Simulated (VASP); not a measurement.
# MgZnSeS with optB86b-vdW: from relaxation to properties, part 2 of 2

What structure does MgZnSeS take at this level, and what are its properties? The cell is invented: it takes the structure of a Materials Project entry for Zn2SeS (space group 160 there), with some of its atoms replaced by other elements, volume scaled by an estimate. It may not be a known or stable phase.

VASP 6.6.1; optB86b-vdW; plane waves and PAW (Se, Zn, S, Mg); invented cell.

So far, gap on the k-mesh (eV): step 2 (rough relaxation of the start cell) 1.66; step 3 (full relaxation (optB86b-vdW)) 1.65. The relaxed cell has a = 4.001, c = 19.795 Å (conventional setting).

### Step 6. Total and projected DOS (optB86b-vdW) (continued)

The density of states has structure finer than the step of the table below, so its rows give means over 0.5 eV, whole bins alone (the curve runs from -5.32 to 7.73 eV). Peaks (eV: height): total -1.54: 4.74, -0.82: 4.90, 6.47: 5.41, 7.03: 6.61; Se p -3.89: 0.304, -3.24: 0.71, -1.42: 1.01, -0.77: 1.48; S p -4.37: 0.788, -2.47: 0.700, -1.73: 1.13, -0.82: 0.920; Zn d -4.37: 0.155, -3.89: 0.147, -1.54: 0.184, -0.82: 0.194; S s -3.89: 0.0431, 3.48: 0.0775, 5.69: 0.0356, 6.47: 0.0269.

States under -5.3 eV and over 7.7 eV are left out, among them most of the Zn d (centred near -6.0 eV) states. The density of states by energy, zero at the valence-band top; means over each step; values in states/eV/cell:

| energy (eV) | total | Se p | S p | Zn d | S s | Se s |
| --- | --- | --- | --- | --- | --- | --- |
| -5.0 | 0 | 0 | 0 | 0 | 0 | 0 |
| -4.5 | 1.51 | 0.0725 | 0.316 | 0.0710 | 0.00956 | 0.00734 |
| -4.0 | 1.85 | 0.167 | 0.329 | 0.107 | 0.0282 | 0.00549 |
| -3.5 | 1.10 | 0.183 | 0.148 | 0.0481 | 0.0173 | 0.00515 |
| -3.0 | 2.35 | 0.458 | 0.309 | 0.0789 | 0.0133 | 0.0180 |
| -2.5 | 2.25 | 0.287 | 0.511 | 0.109 | 0.0122 | 0.0136 |
| -2.0 | 3.31 | 0.520 | 0.787 | 0.132 | 0.0130 | 0.0113 |
| -1.5 | 4.11 | 0.835 | 0.909 | 0.162 | 0.00819 | 0.00976 |
| -1.0 | 4.33 | 1.18 | 0.840 | 0.177 | 0.00504 | 0.00640 |
| -0.5 | 2.77 | 1.05 | 0.350 | 0.0815 | 0.00208 | 0.00231 |
| 0.0 | 0.458 | 0.211 | 0.0369 | 0.0111 | 1.3e-4 | 8.2e-5 |
| 0.5 | 0 | 0 | 0 | 0 | 0 | 0 |
| 1.0 | 0 | 0 | 0 | 0 | 0 | 0 |
| 1.5 | 2.1e-4 | 0 | 1.0e-5 | 0 | 3.0e-5 | 5.2e-6 |
| 2.0 | 0.0310 | 6.5e-4 | 0.00199 | 1.5e-4 | 0.00439 | 9.7e-4 |
| 2.5 | 0.122 | 0.00391 | 0.0117 | 9.1e-4 | 0.0151 | 0.00285 |
| 3.0 | 0.379 | 0.0111 | 0.0371 | 0.00328 | 0.0355 | 0.00655 |
| 3.5 | 1.43 | 0.0289 | 0.114 | 0.0187 | 0.0724 | 0.0257 |
| 4.0 | 2.16 | 0.0571 | 0.173 | 0.0325 | 0.0635 | 0.0422 |
| 4.5 | 2.01 | 0.0706 | 0.148 | 0.0255 | 0.0350 | 0.0580 |
| 5.0 | 1.97 | 0.0887 | 0.112 | 0.0268 | 0.0183 | 0.0670 |
| 5.5 | 2.27 | 0.0888 | 0.131 | 0.0427 | 0.0214 | 0.0249 |
| 6.0 | 2.10 | 0.0967 | 0.113 | 0.0311 | 0.0164 | 0.0220 |
| 6.5 | 3.53 | 0.176 | 0.155 | 0.0469 | 0.0217 | 0.0330 |
| 7.0 | 3.24 | 0.126 | 0.131 | 0.0468 | 0.0162 | 0.00857 |

The gap on this mesh is 1.65 eV. In the top eV of the valence band the largest shares in the PAW spheres are Se p 35 % and S p 15 %. The rest lies in smaller channels or between the spheres.

### Step 7. Optical spectrum (optB86b-vdW)

LOPTICS sums transitions from filled to empty bands. NBANDS is raised for it.

File INCAR:

```
SYSTEM = MgZnSeS
PREC = Accurate
ENCUT = 400
EDIFF = 1E-06
NELM = 100
ISMEAR = 0
SIGMA = 0.05
LREAL = .FALSE.
ALGO = Normal
GGA = MK
AGGAC = 0
LUSE_VDW = .TRUE.
PARAM1 = 0.1234
PARAM2 = 1
LASPH = .TRUE.
NBANDS = 45
LORBIT = 11
LWAVE = .FALSE.
LCHARG = .FALSE.
KPAR = 2
LOPTICS = .TRUE.
NEDOS = 1500
CSHIFT = 0.1
```

File POSCAR:

```
MgZnSeS
1.0
    2.0005306991      1.1550073190      6.5982528093
   -2.0005306991      1.1550073190      6.5982528093
    0.0000000000     -2.3100146380      6.5982528093
Se Zn S Mg
1 1 1 1
Direct
    0.6210036071      0.6210036071      0.6210036071
    0.4968641503      0.4968641503      0.4968641503
    0.1279122356      0.1279122356      0.1279122356
    0.0042190069      0.0042190069      0.0042190069
```

File KPOINTS:

```
Automatic mesh
0
Gamma
9 9 9
0 0 0
```

PAW data sets: Se, Zn, S and Mg (PBE family, release 64).

Started as:

```
$ mpirun -np 2 vasp_std
```

It took 8.1 min on 2 MPI ranks of Intel Xeon Platinum 8488C (Sapphire Rapids), shared host; peak memory 2 GiB.

These are independent-particle spectra without excitons or local fields, and fine structure depends on the mesh and on CSHIFT.

Numbers from this step:

* bands: 45
* irreducible k-points: 85
* Fermi energy: 1.572 eV
* pressure: -0.02047 GPa

The imaginary dielectric function by photon energy; read off at these points:

| photon energy (eV) | xx | zz |
| --- | --- | --- |
| 0.00 | 0 | 0 |
| 0.50 | 0.0218 | 0.0198 |
| 1.00 | 0.0543 | 0.0456 |
| 1.50 | 0.228 | 0.104 |
| 2.00 | 0.375 | 0.382 |
| 2.50 | 1.35 | 0.953 |
| 3.00 | 1.30 | 1.13 |
| 3.50 | 2.56 | 2.19 |
| 4.00 | 3.19 | 4.37 |
| 4.50 | 4.29 | 5.37 |
| 5.00 | 7.69 | 8.11 |
| 5.43 | 10.1 | 11.6 |
| 5.50 | 10.3 | 11.6 |
| 6.00 | 8.67 | 7.04 |
| 6.50 | 6.01 | 6.68 |
| 6.87 | 8.87 | 8.05 |
| 7.00 | 8.62 | 8.75 |
| 7.37 | 8.70 | 8.81 |
| 7.50 | 7.88 | 8.28 |
| 8.00 | 6.35 | 5.44 |
| 8.50 | 4.18 | 4.15 |
| 9.00 | 3.13 | 2.91 |
| 9.50 | 2.85 | 2.84 |
| 10.00 | 2.53 | 2.34 |
| 10.50 | 1.64 | 1.80 |
| 11.00 | 1.62 | 1.66 |
| 11.50 | 1.21 | 1.27 |
| 12.00 | 1.09 | 1.12 |
| 12.50 | 0.875 | 0.930 |
| 13.00 | 0.798 | 0.901 |
| 13.50 | 0.679 | 0.675 |
| 14.00 | 0.571 | 0.615 |
| 14.50 | 0.518 | 0.591 |
| 15.00 | 0.462 | 0.537 |
| 15.50 | 0.460 | 0.507 |
| 16.00 | 0.434 | 0.480 |
| 16.50 | 0.483 | 0.455 |
| 17.00 | 0.416 | 0.430 |
| 17.50 | 0.358 | 0.331 |
| 18.00 | 0.372 | 0.325 |
| 18.50 | 0.342 | 0.275 |
| 19.00 | 0.276 | 0.283 |
| 19.50 | 0.273 | 0.270 |
| 20.00 | 0.259 | 0.252 |
| 20.50 | 0.214 | 0.221 |
| 21.00 | 0.188 | 0.183 |
| 21.50 | 0.182 | 0.177 |
| 22.00 | 0.173 | 0.182 |
| 22.50 | 0.162 | 0.165 |
| 23.00 | 0.149 | 0.146 |
| 23.50 | 0.137 | 0.141 |
| 24.00 | 0.113 | 0.130 |
| 24.50 | 0.125 | 0.137 |

Table of real dielectric function by photon energy:

| photon energy (eV) | xx | zz |
| --- | --- | --- |
| 0 | 5.87 | 5.88 |
| 1 | 6.10 | 6.09 |
| 2 | 6.57 | 6.65 |
| 3 | 7.47 | 7.12 |
| 4 | 8.11 | 8.75 |
| 5 | 8.14 | 9.09 |
| 6 | 2.87 | 0.855 |
| 7 | 0.766 | 1.28 |
| 8 | -3.00 | -2.15 |
| 9 | -1.99 | -2.23 |
| 10 | -2.08 | -1.79 |
| 11 | -1.21 | -1.31 |
| 12 | -0.914 | -0.926 |
| 13 | -0.645 | -0.658 |
| 14 | -0.402 | -0.388 |
| 15 | -0.125 | -0.172 |
| 16 | 0.0294 | -0.00454 |
| 17 | 0.0815 | 0.0468 |
| 18 | 0.147 | 0.134 |
| 19 | 0.205 | 0.214 |
| 20 | 0.264 | 0.280 |
| 21 | 0.343 | 0.343 |
| 22 | 0.397 | 0.403 |
| 23 | 0.451 | 0.454 |
| 24 | 0.493 | 0.493 |

The mean of ε2 over directions passes 5 % of its top at 1.87 eV, against a least direct gap of 1.65 eV on this mesh, so absorption sets in close to the direct gap.

### Step 8. Results

```
relaxed volume                                             : 22.87 Å³/atom
relaxed conventional cell a, b, c                          : 4.001, 4.001, 19.795 Å; angles 90.0, 90.0, 120.0°
space group after relaxing, within 0.02 Å                  : R3m (No. 160)
band gap                                                   : 1.65 eV, direct
gap among the points of the DOS mesh alone, an upper bound : 1.65 eV
strongest peak of ε2, mean over directions                 : 5.50 eV
ε1 at zero frequency, no local fields, mean                : 5.87
```

With optB86b-vdW, MgZnSeS relaxes to 22.87 Å³/atom in space group R3m (held by the symmetry of the run) and has a direct gap of 1.65 eV. Band structure (optB86b-vdW): The path shows a direct gap of 1.65 eV (valence top at Γ, conduction bottom at Γ). Semilocal functionals usually underestimate gaps. Spin-orbit coupling is left out; it would split some degenerate bands. No search among competing phases was made. All values are for a static lattice at zero temperature.

[Lines on the potential files, build, host, timing and source positions are cut from VASP's logs without a mark.]

[Logs are printed without paths, hosts, clocks, repeated set-up lines and the standing remarks that a program may print on its own settings, such as how far it seeks lower states.]

[Hosts, paths, dates, database ids (printed as entryN), source tags and the programs' standing remarks are cut or masked in the printed files.]

[A measured line is paired with the nearest computed mode of its activity, which favours agreement.]
